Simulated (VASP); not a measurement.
An input for Ansatz (written as the equivalent of a VASP run, and not itself run):

Ansatz 0.2 input:
```yaml
crystal:
  lattice:
    - [3.6167196, 0.0000000, 0.0000000]
    - [0.0000000, 3.6167196, 0.0000000]
    - [0.0000000, 0.0000000, 3.6167196]
  atoms:
    - { symbol: Cd, position: [0.0000000, 0.0000000, 0.0000000] }
    - { symbol: Te, position: [0.5000000, 0.5000000, 0.5000000] }
kpoints:
  mp_grid: { grid: [10, 10, 10] }
hamiltonian:
  xc: pbesol
  pseudopotentials: { kind: paw }
scf:
  occupations: { method: methfessel_paxton, width: 0.1 }
  max_iter: 100
relax:
  max_steps: 40
  f_tol: 0.02
  cell: { p_target: 5 }
output: { forces: true, stress: true, eigenvalues: true }
```

Task: Write the VASP files for the same calculation (PBEsol).

Result: One answer among several that fit: 
**INCAR**
```
# general
SYSTEM   =  CdTe
PREC     =  Accurate
ENCUT    =  500
LREAL    =  F   # projection in real space or not
LASPH    =  T

# electronic loop
EDIFF    =  1E-6   # SCF stop (eV)
NELM     =  100   # most electronic steps
ALGO     =  Normal   # blocked Davidson
LMAXMIX  =  4

# smearing
ISMEAR   =  1   # Methfessel-Paxton
SIGMA    =  0.1   # width (eV)

# functional
GGA      =  PS   # PBEsol

# ions
IBRION   =  2
NSW      =  40   # most ionic steps
ISIF     =  3   # ions, shape and volume
EDIFFG   =  -0.02   # ionic stop
PSTRESS  =  50

# output
LWAVE    =  F
LCHARG   =  F
```

**POSCAR**
```
CdTe
1.0
  3.6167196234   0.0000000000   0.0000000000
  0.0000000000   3.6167196234   0.0000000000
  0.0000000000   0.0000000000   3.6167196234
Cd Te
1 1
Cart
  0.0000000000   0.0000000000   0.0000000000
  1.8083598117   1.8083598117   1.8083598117
```

**KPOINTS**
```
Automatic mesh
0
Gamma
10 10 10
0 0 0
```

POTCAR, in this order: Cd Te (PBE.64 set). Program: vasp_std.

What does not carry over: each code has its own PAW files, so the cut-off isn't converted (ENCUT is set for VASP's; basis.ecutwfc is left out, and Ansatz then takes the one that its files recommend); Ansatz stops its SCF on the density residual and VASP on the energy change (EDIFF).

The structure was generated: CdTe was put into the CsCl type type (Pm-3m), which need not be its known phase. It was relaxed first under an external pressure of 5 GPa.
